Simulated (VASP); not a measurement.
These are LDA (Ceperley-Alder, Perdew-Zunger), VASP's LDA PAW potentials (set 64) (plane waves; VASP) values and carry that method's errors.

A VASP calculation is set up with these files.

POSCAR:
```
Al3Sc
3.9503190
  1.0000000929   0.0000000000   0.0000000000
  0.0000000000   1.0000000929   0.0000000000
  0.0000000000   0.0000000000   1.0000000929
Sc Al
1 3
Direct
  0.0000000000   0.0000000000   0.0000000000
  0.0000000000   0.5000000000   0.5000000000
  0.5000000000   0.0000000000   0.5000000000
  0.5000000000   0.5000000000   0.0000000000
```

File KPOINTS:
```
kpoints
0
gamma
8 8 8
```

INCAR:
```
ALGO = Normal
EDIFF = 1E-7
ENCUT = 520
ISIF = 2
ISMEAR = 1
LASPH = T
LCHARG = F
LMAXMIX = 4
LREAL = F
LWAVE = F
NELM = 100
PREC = Accurate
SIGMA = 0.1
SYSTEM = Al3Sc
```

POTCAR, in this order: Sc_sv Al (LDA.64 set). Program: vasp_std.

What VASP printed:

File OSZICAR:
```
       N       E                     dE             d eps       ncg     rms          rms(c)
DAV:   1     0.122455807689E+03    0.12246E+03   -0.85424E+03  1004   0.134E+03
DAV:   2    -0.134763536098E+02   -0.13593E+03   -0.13421E+03  1006   0.379E+02
DAV:   3    -0.219608585537E+02   -0.84845E+01   -0.81204E+01  1592   0.776E+01
DAV:   4    -0.221122784002E+02   -0.15142E+00   -0.15124E+00  1404   0.997E+00
DAV:   5    -0.221147635789E+02   -0.24852E-02   -0.24840E-02  1356   0.126E+00    0.108E+01
DAV:   6    -0.212955762679E+02    0.81919E+00   -0.41250E+00  1618   0.268E+01    0.410E+00
DAV:   7    -0.212324277886E+02    0.63148E-01   -0.85067E-02  1378   0.278E+00    0.229E+00
DAV:   8    -0.212066428148E+02    0.25785E-01   -0.36092E-02  1588   0.172E+00    0.233E-01
DAV:   9    -0.212062646749E+02    0.37814E-03   -0.30559E-03  1222   0.640E-01    0.144E-01
DAV:  10    -0.212061824082E+02    0.82267E-04   -0.22854E-04  1590   0.187E-01    0.660E-02
DAV:  11    -0.212061794157E+02    0.29925E-05   -0.26878E-05  1300   0.380E-02    0.459E-02
DAV:  12    -0.212061752046E+02    0.42110E-05   -0.16852E-05  1626   0.509E-02    0.508E-03
DAV:  13    -0.212061751948E+02    0.98751E-08   -0.30639E-07  1094   0.704E-03
   1 F= -.21206175E+02 E0= -.21205793E+02  d E =-.114708E-02
```

**OUTCAR**
```
------------------------ aborting loop because EDIFF is reached ----------------------------------------
  FORCE on cell =-STRESS in cart. coord.  units (eV):
  Direction    XX          YY          ZZ          XY          YZ          ZX
  --------------------------------------------------------------------------------------
  Total        2.6723537      2.6723537      2.6723537      0.0000000      0.0000000     -0.0000000
  in kB       69.4557005     69.4557005     69.4557005      0.0000000      0.0000000     -0.0000000
  external PRESSURE =      69.4557005 kB  Pullay stress =       0.0000000 kB
  volume of cell :       61.64
      direct lattice vectors                 reciprocal lattice vectors
     3.950319367  0.000000000  0.000000000     0.253144090  0.000000000  0.000000000
     0.000000000  3.950319367  0.000000000     0.000000000  0.253144090  0.000000000
     0.000000000  0.000000000  3.950319367     0.000000000  0.000000000  0.253144090
 POSITION                                       TOTAL-FORCE (eV/Angst)
 -----------------------------------------------------------------------------------
      0.00000      0.00000      0.00000         0.000000      0.000000      0.000000
      0.00000      1.97516      1.97516         0.000000      0.000000      0.000000
      1.97516      0.00000      1.97516         0.000000      0.000000      0.000000
      1.97516      1.97516      0.00000         0.000000      0.000000      0.000000
 -----------------------------------------------------------------------------------
    total drift:                               -0.000000     -0.000000      0.000000
  FREE ENERGIE OF THE ION-ELECTRON SYSTEM (eV)
  ---------------------------------------------------
  free  energy   TOTEN  =       -21.2061751948 eV

  energy  without entropy=      -21.2050281173  energy(sigma->0) =      -21.20579284
```
(Selected blocks of OUTCAR.)

The compound is Al3Sc in the L1_2 structure. This cell is one point of a volume scan, at 0.94 of the reference volume.
